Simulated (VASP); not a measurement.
Data:

```yaml
crystal:
  lattice:
    - [0.00000, 2.17537, 2.17537]
    - [2.17537, 0.00000, 2.17537]
    - [2.17537, 2.17537, 0.00000]
  atoms:
    - { symbol: Si, position: [0.00000, 0.00000, 0.00000] }
    - { symbol: C, position: [0.25000, 0.25000, 0.25000] }
```

The numbers are results of PBE GGA with D4 dispersion, VASP's PBE PAW potentials (set 64) (plane waves; VASP), not measurements. Run with 520 eV cut-off, Gaussian smearing of 0.050 eV, potentials Si C.

Problem. Give the energies of bands 2 to 6 at the high-symmetry points, in eV from the valence-band maximum.

Solution. 
```tsv
band	Γ	X	U	L	W
2	0.00	-7.81	-7.28	-8.56	-7.03
3	0.00	-3.19	-5.56	-1.05	-5.01
4	0.00	-3.19	-2.60	-1.05	-4.70
5	6.29	1.35	3.11	5.48	5.21
6	7.34	4.34	7.80	7.25	9.49
```

The gap is indirect, 1.35 eV, from the valence maximum at Γ to the conduction minimum at X.

Measured: gap 2.53 eV (computed value off by -1.18 eV), as given by Wei Chen et al., Physical Review Materials (2018), doi:10.1103/physrevmaterials.2.073803 [zero-point renormalisation of 0.11 eV added back (the table's ZPR column)].

The compound is SiC in the zinc blende structure. It was relaxed first.
